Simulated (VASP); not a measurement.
Consider the following.

```yaml
crystal:
  lattice:
    - [0.00000, 2.69323, 2.69323]
    - [2.69323, 0.00000, 2.69323]
    - [2.69323, 2.69323, 0.00000]
  atoms:
    - { symbol: Si, position: [0.25000, 0.25000, 0.25000] }
    - { symbol: Si, position: [0.75000, 0.75000, 0.75000] }
    - { symbol: Ni, position: [0.00000, 0.00000, 0.00000] }
```

The numbers are results of AM05 GGA, VASP's PBE PAW potentials (set 64) (plane waves; VASP), not measurements. Run with 520 eV cut-off, 11×11×11 Γ-centred mesh, tetrahedra with Blöchl corrections, potentials Si Ni.

Q: Tabulate the total density of states (states/eV per cell) against energy (eV; zero at the valence-band maximum or, without a gap, the Fermi level).

A: 
(E (eV), DOS (states/eV)): (-9.98, 0.73); (-9.86, 0.75); (-9.62, 0.75); (-9.50, 0.77); (-9.26, 0.61); (-9.14, 0.90); (-8.90, 0.89); (-8.78, 0.75); (-8.66, 0.74); (-8.42, 0.68); (-8.30, 0.69); (-8.06, 0.73); (-7.94, 0.74); (-7.82, 0.68); (-7.58, 0.92); (-7.46, 0.84); (-7.22, 0.90); (-7.10, 0.81); (-6.86, 0.75); (-6.74, 0.77); (-6.62, 0.76); (-6.38, 0.96); (-6.26, 0.97); (-6.02, 1.11); (-5.90, 1.14); (-5.78, 1.24); (-5.54, 1.63); (-5.42, 2.03); (-5.18, 3.55); (-5.06, 3.91); (-4.82, 2.85); (-4.70, 1.79); (-4.58, 1.90); (-4.34, 3.30); (-4.22, 2.35); (-3.98, 2.24); (-3.86, 3.78); (-3.74, 5.04); (-3.50, 6.92); (-3.38, 5.54); (-3.14, 3.03); (-3.02, 2.93); (-2.78, 2.00); (-2.66, 2.05); (-2.54, 2.41); (-2.30, 2.08); (-2.18, 1.81); (-1.94, 1.53); (-1.82, 1.40); (-1.70, 1.30); (-1.46, 0.99); (-1.34, 0.86); (-1.10, 0.65); (-0.98, 0.57); (-0.74, 0.47); (-0.62, 0.43); (-0.50, 0.40); (-0.26, 0.72); (-0.14, 0.79); (0.10, 0.92); (0.22, 0.97); (0.34, 1.04); (0.58, 1.17); (0.70, 1.25); (0.94, 1.79); (1.06, 2.07); (1.30, 1.35); (1.42, 0.99); (1.54, 0.68); (1.78, 0.26); (1.90, 0.38); (2.14, 1.54); (2.26, 1.95); (2.38, 2.33); (2.62, 2.19); (2.74, 1.83); (2.98, 1.34); (3.10, 1.26); (3.34, 0.88); (3.46, 0.82)
Within 2 eV below the Fermi level the largest weight inside VASP's projection spheres is Ni d, then Si p.

The compound is NiSi2 in the fluorite structure. It was relaxed first. The run is not spin-polarised, so no magnetic state was tried.
